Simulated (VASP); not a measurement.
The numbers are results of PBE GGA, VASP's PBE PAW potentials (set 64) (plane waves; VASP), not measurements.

VASP input:

File POSCAR:
```
BiP
4.5181670
  1.0000000000   0.0000000000   0.0000000000
  0.0000000000   1.0000000000   0.0000000000
  0.0000000000   0.0000000000   3.7060664203
Bi P
2 2
Cartesian
  0.5000000000   0.0000000000   2.1567638836
  0.0000000000   0.5000000000   1.5493025367
  0.0000000000   0.0000000000   1.8530332101
  0.5000000000   0.5000000000   1.8530332101
```

### KPOINTS
```
Automatic mesh
0
Gamma
5 5 1
0 0 0
```

**INCAR**
```
SYSTEM = BiP
PREC = Accurate
ENCUT = 300
EDIFF = 1E-6
NELM = 100
ALGO = Normal
LREAL = .FALSE.
LASPH = .TRUE.
ISMEAR = 0
SIGMA = 0.136
GGA = PE
LMAXMIX = 4
LWAVE = .FALSE.
LCHARG = .FALSE.
ISIF = 2
```

POTCAR, in this order: Bi_d P (PBE.64 set). Program: vasp_std.

Output of the run:

OSZICAR:
```
       N       E                     dE             d eps       ncg     rms          rms(c)
DAV:   1     0.255218180324E+03    0.25522E+03   -0.15157E+04   400   0.912E+02
DAV:   2     0.341370754811E+01   -0.25180E+03   -0.24877E+03   344   0.302E+02
DAV:   3    -0.170241982971E+02   -0.20438E+02   -0.20385E+02   368   0.102E+02
DAV:   4    -0.176143199732E+02   -0.59012E+00   -0.58952E+00   392   0.181E+01
DAV:   5    -0.176256824474E+02   -0.11362E-01   -0.11362E-01   424   0.231E+00    0.606E+00
DAV:   6    -0.166872312781E+02    0.93845E+00   -0.37771E+00   376   0.832E+00    0.343E+00
DAV:   7    -0.166449150806E+02    0.42316E-01   -0.52308E-01   360   0.288E+00    0.195E+00
DAV:   8    -0.166238384300E+02    0.21077E-01   -0.16633E-01   400   0.280E+00    0.470E-01
DAV:   9    -0.166168966224E+02    0.69418E-02   -0.52164E-02   400   0.145E+00    0.140E-01
DAV:  10    -0.166174966472E+02   -0.60002E-03   -0.37197E-03   360   0.391E-01    0.113E-01
DAV:  11    -0.166166182094E+02    0.87844E-03   -0.18869E-03   352   0.163E-01    0.514E-02
DAV:  12    -0.166165181986E+02    0.10001E-03   -0.53667E-04   352   0.999E-02    0.191E-02
DAV:  13    -0.166165888808E+02   -0.70682E-04   -0.70180E-05   320   0.412E-02    0.127E-02
DAV:  14    -0.166166702823E+02   -0.81402E-04   -0.41243E-05   288   0.265E-02    0.826E-03
DAV:  15    -0.166168402758E+02   -0.16999E-03   -0.28469E-05   296   0.232E-02    0.303E-03
DAV:  16    -0.166169353628E+02   -0.95087E-04   -0.70411E-06   232   0.101E-02    0.219E-03
DAV:  17    -0.166170127351E+02   -0.77372E-04   -0.62677E-06   240   0.560E-03    0.111E-03
DAV:  18    -0.166170199897E+02   -0.72546E-05   -0.32796E-07   256   0.333E-03    0.400E-04
DAV:  19    -0.166170227066E+02   -0.27169E-05   -0.21154E-07   232   0.246E-03    0.251E-04
DAV:  20    -0.166170228426E+02   -0.13600E-06   -0.16087E-08   240   0.106E-03
   1 F= -.16617023E+02 E0= -.16601397E+02  d E =-.312513E-01
```

File OUTCAR:
```
------------------------ aborting loop because EDIFF is reached ----------------------------------------
  FORCE on cell =-STRESS in cart. coord.  units (eV):
  Direction    XX          YY          ZZ          XY          YZ          ZX
  --------------------------------------------------------------------------------------
  Total        8.4992396      8.4992396      2.3747403      0.0000000      0.0000000      0.0000000
  in kB       39.8373661     39.8373661     11.1308074      0.0000000      0.0000000      0.0000000
  external PRESSURE =      30.2685132 kB  Pullay stress =       0.0000000 kB
  volume of cell :      341.82
      direct lattice vectors                 reciprocal lattice vectors
     4.518167000  0.000000000  0.000000000     0.221328694  0.000000000  0.000000000
     0.000000000  4.518167000  0.000000000     0.000000000  0.221328694  0.000000000
     0.000000000  0.000000000 16.744627000     0.000000000  0.000000000  0.059720649
 POSITION                                       TOTAL-FORCE (eV/Angst)
 -----------------------------------------------------------------------------------
      2.25908      0.00000      9.74462         0.000000      0.000000      0.968617
      0.00000      2.25908      7.00001        -0.000000      0.000000     -0.968617
      0.00000      0.00000      8.37231         0.000000     -0.000000      0.000000
      2.25908      2.25908      8.37231         0.000000      0.000000      0.000000
 -----------------------------------------------------------------------------------
    total drift:                                0.000000      0.000000      0.000000
  FREE ENERGIE OF THE ION-ELECTRON SYSTEM (eV)
  ---------------------------------------------------
  free  energy   TOTEN  =       -16.6170228426 eV

  energy  without entropy=      -16.5857715285  energy(sigma->0) =      -16.60139719
```
(Selected blocks of OUTCAR.)

At this cut-off the stress carries a Pulay error, which pulls relaxed volumes low. The cell holds a wide vacuum, so values per volume refer to the whole cell.

The cell is a sheet with vacuum, built from a generated structure.
